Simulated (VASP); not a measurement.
Method: PBE GGA, VASP's PBE PAW potentials (set 64) (plane waves; VASP).

VASP input:

File POSCAR:
```
Ni
1
    0.0000000000     1.7600000000     1.7600000000
    1.7600000000     0.0000000000     1.7600000000
    1.7600000000     1.7600000000     0.0000000000
Ni
1
Direct
  0.0000000000   0.0000000000   0.0000000000
```

### INCAR
```
ALGO = Normal
EDIFF = 1E-6
EDIFFG = -0.01
ENCUT = 520
GGA = PE
IBRION = 2
ISIF = 3
ISMEAR = 1
ISPIN = 2
LASPH = .TRUE.
LCHARG = .FALSE.
LMAXMIX = 4
LORBIT = 10
LREAL = .FALSE.
LWAVE = .FALSE.
MAGMOM = 0.8
NELM = 100
NSW = 60
PREC = Accurate
SIGMA = 0.1
SYSTEM = Ni
```

**KPOINTS**
```
K-points
0
gamma
 16 16 16
0 0 0
```

POTCAR, in this order: Ni (PBE.64 set). Program: vasp_std.

Output

File OSZICAR:
```
       N       E                     dE             d eps       ncg     rms          rms(c)
DAV:   1     0.219936750977E+02    0.21994E+02   -0.48693E+03  5420   0.143E+03
DAV:   2    -0.606730159288E+01   -0.28061E+02   -0.26896E+02  5278   0.162E+02
DAV:   3    -0.649317322747E+01   -0.42587E+00   -0.42517E+00  6037   0.264E+01
DAV:   4    -0.649714743656E+01   -0.39742E-02   -0.39734E-02  5931   0.224E+00
DAV:   5    -0.649725437354E+01   -0.10694E-03   -0.10693E-03  5965   0.322E-01    0.991E+00
DAV:   6    -0.582320579249E+01    0.67405E+00   -0.16988E+01  5473   0.674E+01    0.609E+00
DAV:   7    -0.548855778765E+01    0.33465E+00   -0.29157E+00  5503   0.260E+01    0.188E+00
DAV:   8    -0.547360605407E+01    0.14952E-01   -0.17415E-02  7448   0.154E+00    0.946E-01
DAV:   9    -0.547112244644E+01    0.24836E-02   -0.17566E-03  7656   0.418E-01    0.251E-01
DAV:  10    -0.547052600047E+01    0.59645E-03   -0.77972E-04  7434   0.256E-01    0.339E-02
DAV:  11    -0.547052875654E+01   -0.27561E-05   -0.17246E-05  6577   0.463E-02    0.291E-02
DAV:  12    -0.547052916401E+01   -0.40746E-06   -0.67202E-07  2959   0.111E-02
   1 F= -.54705292E+01 E0= -.54706907E+01  d E =-.547053E+01  mag=     0.5943
       N       E                     dE             d eps       ncg     rms          rms(c)
DAV:   1    -0.547847410219E+01   -0.79453E-02   -0.12979E-01  5437   0.614E+00    0.750E-01
DAV:   2    -0.547319577053E+01    0.52783E-02   -0.12424E-01  5459   0.537E+00    0.405E-01
DAV:   3    -0.547071001723E+01    0.24858E-02   -0.19177E-02  5406   0.220E+00    0.119E-01
DAV:   4    -0.547055403575E+01    0.15598E-03   -0.10907E-04  5824   0.900E-02    0.668E-02
DAV:   5    -0.547052917132E+01    0.24864E-04   -0.49645E-05  7190   0.553E-02    0.124E-02
DAV:   6    -0.547052924284E+01   -0.71521E-07   -0.60923E-07  2844   0.918E-03
   2 F= -.54705292E+01 E0= -.54706793E+01  d E =-.788355E-07  mag=     0.5935
       N       E                     dE             d eps       ncg     rms          rms(c)
DAV:   1    -0.547264956095E+01   -0.21204E-02   -0.33111E-02  5433   0.311E+00    0.381E-01
DAV:   2    -0.547130468204E+01    0.13449E-02   -0.32514E-02  5457   0.272E+00    0.208E-01
DAV:   3    -0.547064563366E+01    0.65905E-03   -0.50383E-03  5401   0.113E+00    0.606E-02
DAV:   4    -0.547060639919E+01    0.39234E-04   -0.27456E-05  5861   0.482E-02    0.346E-02
DAV:   5    -0.547060072424E+01    0.56749E-05   -0.12830E-05  7068   0.283E-02    0.650E-03
DAV:   6    -0.547060145127E+01   -0.72703E-06   -0.30695E-07  2639   0.617E-03
   3 F= -.54706015E+01 E0= -.54707581E+01  d E =-.722873E-04  mag=     0.5938
```

File OUTCAR:
```
------------------------ aborting loop because EDIFF is reached ----------------------------------------
  FORCE on cell =-STRESS in cart. coord.  units (eV):
  Direction    XX          YY          ZZ          XY          YZ          ZX
  --------------------------------------------------------------------------------------
  Total       -0.0022872     -0.0022872     -0.0022872      0.0000000      0.0000000     -0.0000000
  in kB       -0.3371884     -0.3371884     -0.3371884      0.0000000      0.0000000     -0.0000000
  external PRESSURE =      -0.3371884 kB  Pullay stress =       0.0000000 kB
  volume of cell :       10.87
      direct lattice vectors                 reciprocal lattice vectors
     0.000000000  1.758080651  1.758080651    -0.284401060  0.284401060  0.284401060
     1.758080651 -0.000000000  1.758080651     0.284401060 -0.284401060  0.284401060
     1.758080651  1.758080651 -0.000000000     0.284401060  0.284401060 -0.284401060
 POSITION                                       TOTAL-FORCE (eV/Angst)
 -----------------------------------------------------------------------------------
      0.00000      0.00000     -0.00000         0.000000      0.000000     -0.000000
 -----------------------------------------------------------------------------------
    total drift:                                0.000000      0.000000      0.000000
  FREE ENERGIE OF THE ION-ELECTRON SYSTEM (eV)
  ---------------------------------------------------
  free  energy   TOTEN  =        -5.4706014513 eV

  energy  without entropy=       -5.4710713307  energy(sigma->0) =       -5.47075808

 total charge

# of ion       s       p       d       tot
------------------------------------------
    1        0.497   0.498   8.317   9.312

 magnetization (x)

# of ion       s       p       d       tot
------------------------------------------
    1       -0.007  -0.025   0.637   0.606

 reached required accuracy - stopping structural energy minimisation
```
(Selected blocks of OUTCAR.)

File CONTCAR:
```
Ni
   1.00000000000000
     0.0000000000000000    1.7580806505153330    1.7580806505153330
     1.7580806505153330   -0.0000000000000000    1.7580806505153330
     1.7580806505153330    1.7580806505153330   -0.0000000000000000
  Ni
     1
Direct
     0.0000000000000000    0.0000000000000000    0.0000000000000000
```

The compound is Ni in the fcc structure. This run relaxes it. Symmetry was kept, so distortions that lower it aren't found.
